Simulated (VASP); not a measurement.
Energy against volume of Pb (fcc). Method: MS2 meta-GGA, VASP's PBE PAW potentials (set 64) (plane waves; VASP).

```tsv
V (Å³/atom)	E (eV/atom)
27.998	16.22398
28.892	16.20838
29.785	16.20276
30.679	16.20525
31.572	16.21486
```

**Question.** Fit a third-order Birch-Murnaghan equation of state.

**Answer.** 
```
Item                                            Result
---------------------------------------  -------------
volume per atom                          29.93 Å³/atom
bulk modulus                                  48.3 GPa
pressure derivative of the bulk modulus           4.79
lattice constant a                             4.929 Å
```

Measured: bulk modulus 47.0 GPa at 0 K (computed value off by +2.7 %), as given by H. Levämäki et al., Physical Review B (2014), arXiv:1402.3671 [corrected for temperature and zero-point phonon effects]; a 4.902 Å at 0 K (computed value off by +0.6 %), as given by Gábor I. Csonka et al., Physical Review B (2009), arXiv:0903.4037 [low-temperature or extrapolated to 0 K; zero-point anharmonic expansion removed].

The compound is Pb in the fcc structure. It was relaxed first.
